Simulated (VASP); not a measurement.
Data:

```
CeO2
1.0
    0.00000     2.70500     2.70500
    2.70500     0.00000     2.70500
    2.70500     2.70500     0.00000
Ce O
1 2
Direct
  0.00000   0.00000   0.00000
  0.25000   0.25000   0.25000
  0.75000   0.75000   0.75000
```

Computed with PBE GGA, VASP's PBE PAW potentials (set 64) (plane waves; VASP). Numerical set-up: 500 eV cut-off, 6×6×6 Γ-centred mesh, Gaussian smearing of 0.050 eV, potentials Ce O.

Task: Give the stress tensor in GPa (positive for a compressed cell).

Result: 
```
5.37  0.00  0.00
0.00  5.37  0.00
0.00  0.00  5.37
```
The pressure is its mean diagonal, 5.37 GPa.

The compound is CeO2 in the fluorite structure. The cell was not relaxed at this level. The run is one of a series of settings (ENCUT = 500 against the base run), some of them coarse on purpose. The run is not spin-polarised, so no magnetic state was tried.
